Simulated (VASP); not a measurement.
BP (zinc blende), at 0.96 of the tabulated volume:

```
BP
1.0
    0.00000     2.23932     2.23932
    2.23932     0.00000     2.23932
    2.23932     2.23932     0.00000
B P
1 1
Direct
  0.00000   0.00000   0.00000
  0.25000   0.25000   0.25000
```

The lowest empty band near the point 0.84 of the way from Γ to X, direction across the valley's axis, from PBE with spin-orbit coupling in VASP (PAW); its two spin partners are averaged. The gap over the points computed is 1.16 eV, and the next band on that side lies 0.92 eV away at the edge.

Run with 520 eV cut-off, 11×11×11 Γ-centred mesh, Gaussian smearing of 0.050 eV, potentials B P.

```csv
distance from the edge in k (1/Å),distance in energy (meV)
0.018,5.6
0.025,10.6
0.035,20.8
0.050,42.2
0.070,82.1
```

Problem. Fit E(1 + αE) = ħ²k²/2m* (ħ²/2m0 = 3.810 eV Å²) and predict the row at 0.095 1/Å.

Solution. Least squares on the energies gives the electron mass m* = 0.224 m0 and α = 0.21 per eV, and so 149.2 meV. The run gave 149.9 meV, +0.7 meV from the fit.

Left out are points under 3 meV from the edge, since the levels carry 0.1 meV, and points farther than half the way to the next band.

The compound is BP in the zinc blende structure. The cell was not relaxed at this level.
